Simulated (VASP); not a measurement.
Input:

```
CELL_PARAMETERS angstrom
      4.18612     0.00000     0.00000
     -2.09306     3.62529     0.00000
      0.00000     0.00000     7.17967
ATOMIC_POSITIONS crystal
  Sr 0.00000 0.00000 0.00000
  Zn 0.66667 0.33333 0.37082
  Zn 0.33333 0.66667 0.62918
  As 0.66667 0.33333 0.73017
  As 0.33333 0.66667 0.26983
```

Computed with PBEsol GGA, VASP's PBE PAW potentials (set 64) (plane waves; VASP 6.6.1). Run with 400 eV cut-off, Gaussian smearing of 0.050 eV, potentials Sr_sv Zn As.

Problem. Estimate the band gap (along the path) with the smallest direct gap where there is one.

Solution. 
The band gap (along the path) comes out as 0.31 eV and the smallest direct gap (along the path) is 0.31 eV.

Only differences to runs with the same potentials and settings are physical.

The structure comes from a computed database's SrZn2As2 entry (P-3m1); how it stands against other phases isn't given here. It was relaxed first.
